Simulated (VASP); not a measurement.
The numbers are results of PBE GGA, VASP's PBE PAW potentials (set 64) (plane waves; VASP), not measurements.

VASP input:

INCAR:
```
EDIFF=1E-6
NELM=100   # most electronic steps
SYSTEM=Mg(CdP)2
LMAXMIX=4
LASPH=T   # aspherical one-centre terms
LCHARG=F
PREC=Accurate
ENCUT=300   # plane-wave cut-off (eV)
ISMEAR=0   # Gaussian
LWAVE=F
LREAL=F   # projection in real space or not
ISIF=2   # forces and stress, cell fixed
GGA=PE   # PBE
SIGMA=0.272   # width (eV)
ALGO=Normal   # blocked Davidson
```

KPOINTS:
```
K-points
0
gamma
6 6 3
```

### POSCAR
```
Mg(CdP)2
1
    4.0996910000     0.0000000000     0.0000000000
   -2.0498460000     3.5504370000     0.0000000000
    0.0000000000     0.0000000000     7.0925650000
Mg Cd P
1 2 2
Direct
 -0.0160780000  -0.0095020000  -0.0031960000
  0.3430930000   0.6832690000   0.6364610000
  0.6701610000   0.3447410000   0.3702310000
  0.3248800000   0.6425130000   0.2531740000
  0.6779440000   0.3389780000   0.7433300000
```

POTCAR, in this order: Mg Cd P (PBE.64 set). Program: vasp_std.

What VASP printed:

File OSZICAR:
```
       N       E                     dE             d eps       ncg     rms          rms(c)
DAV:   1     0.153587576825E+03    0.15359E+03   -0.12845E+04  2600   0.945E+02
DAV:   2    -0.915829208161E+01   -0.16275E+03   -0.15908E+03  2782   0.272E+02
DAV:   3    -0.155846328121E+02   -0.64263E+01   -0.64087E+01  2986   0.557E+01
DAV:   4    -0.156346258891E+02   -0.49993E-01   -0.49971E-01  2860   0.469E+00
DAV:   5    -0.156353842900E+02   -0.75840E-03   -0.75831E-03  3030   0.526E-01    0.130E+01
DAV:   6    -0.142100025749E+02    0.14254E+01   -0.37751E+00  2872   0.189E+01    0.100E+01
DAV:   7    -0.141403493402E+02    0.69653E-01   -0.12709E+00  2818   0.582E+00    0.379E+00
DAV:   8    -0.141249457586E+02    0.15404E-01   -0.93997E-02  2686   0.293E+00    0.783E-01
DAV:   9    -0.141240970018E+02    0.84876E-03   -0.98027E-03  3022   0.113E+00    0.823E-02
DAV:  10    -0.141241380937E+02   -0.41092E-04   -0.42296E-04  2788   0.166E-01    0.575E-02
DAV:  11    -0.141241923693E+02   -0.54276E-04   -0.19315E-04  2812   0.108E-01    0.219E-02
DAV:  12    -0.141241887632E+02    0.36061E-05   -0.43287E-05  2830   0.639E-02    0.179E-02
DAV:  13    -0.141241896752E+02   -0.91198E-06   -0.38709E-06  2896   0.115E-02
   1 F= -.14124190E+02 E0= -.14116359E+02  d E =-.156621E-01
```

OUTCAR:
```
------------------------ aborting loop because EDIFF is reached ----------------------------------------
  FORCE on cell =-STRESS in cart. coord.  units (eV):
  Direction    XX          YY          ZZ          XY          YZ          ZX
  --------------------------------------------------------------------------------------
  Total        6.0594109      4.6595268      1.8312822      0.0134278     -0.4379184      0.0486496
  in kB       94.0382910     72.3129600     28.4203611      0.2083910     -6.7962221      0.7550118
  external PRESSURE =      64.9238707 kB  Pullay stress =       0.0000000 kB
  volume of cell :      103.24
      direct lattice vectors                 reciprocal lattice vectors
     4.099691000  0.000000000  0.000000000     0.243920822  0.140827769  0.000000000
    -2.049846000  3.550437000  0.000000000     0.000000000  0.281655469  0.000000000
     0.000000000  0.000000000  7.092565000     0.000000000  0.000000000  0.140992716
 POSITION                                       TOTAL-FORCE (eV/Angst)
 -----------------------------------------------------------------------------------
      2.00341      3.51670      7.06990        -0.022046      0.050522      0.157021
      0.00598      2.42590      4.51414         0.142703     -0.300050      0.024512
      2.04079      1.22398      2.62589         0.204457     -0.659884     -0.324544
      0.01485      2.28120      1.79565        -0.179812      0.659935     -1.879373
      2.08451      1.20352      5.27212        -0.145301      0.249478      2.022384
 -----------------------------------------------------------------------------------
    total drift:                                0.000287     -0.000081      0.000861
  FREE ENERGIE OF THE ION-ELECTRON SYSTEM (eV)
  ---------------------------------------------------
  free  energy   TOTEN  =       -14.1241896752 eV

  energy  without entropy=      -14.1085275781  energy(sigma->0) =      -14.11635863
```
(Selected blocks of OUTCAR.)

At this cut-off the stress carries a Pulay error, which pulls relaxed volumes low.

The structure was generated: Cd2MgP2 was put into an ordered model structure, which need not be its known phase. The cell was not relaxed at this level, atoms are displaced from their ideal sites.
